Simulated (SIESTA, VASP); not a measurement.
An input for SIESTA (LDA PW92, numerical atomic orbitals TZP, PseudoDojo LDA standard norm-conserving potentials (rewritten from UPF to PSML)):

```
# files in the folder: B.psml Pt.psml (PseudoDojo LDA standard)
SystemName  BPt2
SystemLabel bpt2

NumberOfAtoms                6
NumberOfSpecies              2
%block ChemicalSpeciesLabel
  1 5 B
  2 78 Pt
%endblock ChemicalSpeciesLabel
LatticeConstant              1.0 Ang
%block LatticeVectors
     2.928310000    0.000000000    0.000000000
    -1.464155000    2.535991000    0.000000000
     0.000000000    0.000000000   10.357220000
%endblock LatticeVectors
AtomicCoordinatesFormat      Ang
%block AtomicCoordinatesAndAtomicSpecies
     1.463762606    0.843825645    7.779452943  1
     0.000289903    1.678689098    2.580532435  1
     1.480764374    0.855435412    3.999440503  2
    -0.022864244    1.704434479    6.360192729  2
    -0.014720614    1.680925843    9.154104610  2
     1.485231511    0.844665058    1.197936780  2
%endblock AtomicCoordinatesAndAtomicSpecies

XC.functional                LDA
XC.authors                   PW92
PAO.BasisSize                TZP
PAO.EnergyShift              0.01 Ry
MeshCutoff                   300 Ry
%block kgrid.MonkhorstPack
    8   0   0  0.0
    0   8   0  0.0
    0   0   2  0.0
%endblock kgrid.MonkhorstPack
OccupationFunction           FD
ElectronicTemperature        1578.21 K

MaxSCFIterations             150
SCF.Mixer.Method             Pulay
SCF.Mixer.Weight             0.1
SCF.Mixer.History            6
SCF.DM.Tolerance             1.0E-05
Diag.ParallelOverK           true
WriteForces                  true
```

Write the VASP files for the same calculation.

One set of files that does it:

**KPOINTS**
```
Automatic mesh
0
Gamma
8 8 2
0 0 0
```

**POSCAR**
```
BPt2
1
    2.9283100000     0.0000000000     0.0000000000
   -1.4641550000     2.5359910000     0.0000000000
    0.0000000000     0.0000000000    10.3572200000
B Pt
2 4
Direct
  0.6662360000   0.3327400000   0.7511140000
  0.3310720000   0.6619460000   0.2491530000
  0.6743310000   0.3373180000   0.3861500000
  0.3282410000   0.6720980000   0.6140830000
  0.3263870000   0.6628280000   0.8838380000
  0.6737330000   0.3330710000   0.1156620000
```

INCAR:
```
! general
SYSTEM =BPt2
PREC   =Accurate
ENCUT  =400
LREAL  =.FALSE.
LASPH  =.TRUE.

! electronic loop
EDIFF  =1E-6
NELM   =100
ALGO   =Normal
LMAXMIX=6

! smearing
ISMEAR =-1
SIGMA  =0.136

! ions
ISIF   =2

! output
LWAVE  =.FALSE.
LCHARG =.FALSE.
```

POTCAR, in this order: B Pt (LDA.64 set). Program: vasp_std.

The two runs describe the same crystal, functional and task. Each code takes its own potentials, basis and convergence tests.

VASP's LDA is the Perdew-Zunger fit; the other code's may be Perdew-Wang, which differs slightly.

The structure comes from a computed database's BPt2 entry; how it stands against other phases isn't given here. The cell was not relaxed at this level, atoms are displaced from their ideal sites, and it may have been scaled.
